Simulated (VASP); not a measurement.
Data:

```
CELL_PARAMETERS angstrom
      0.00000     3.42235     3.42235
      3.42235     0.00000     3.42235
      3.42235     3.42235     0.00000
ATOMIC_POSITIONS crystal
  Mg 0.25000 0.25000 0.25000
  Mg 0.75000 0.75000 0.75000
  Sn 0.00000 0.00000 0.00000
```

The numbers are results of vdW-DF2, VASP's PBE PAW potentials (set 64) (plane waves; VASP), not measurements. Numerical set-up: 520 eV cut-off, 8×8×8 Γ-centred mesh, first-order Methfessel-Paxton smearing of 0.10 eV, potentials Mg Sn_d.

Unless said otherwise, spin-orbit coupling is left out, though it shifts the bands of the heavy elements here.

Problem. Estimate the energy per atom (σ→0), pressure, band gap (on the k-mesh) with the smallest direct gap where there is one.

Solution. 
| Quantity | Value |
|---|---|
| band gap (on the k-mesh) | none (metal, semimetal or under 0.01 eV) |
| energy per atom (σ→0) | -0.114 eV/atom |
| pressure | 10.9 kbar |

Only differences to runs with the same potentials and settings are physical.

The compound is Mg2Sn in the antifluorite structure. This cell is one point of a volume scan, at 0.97 of the reference volume.
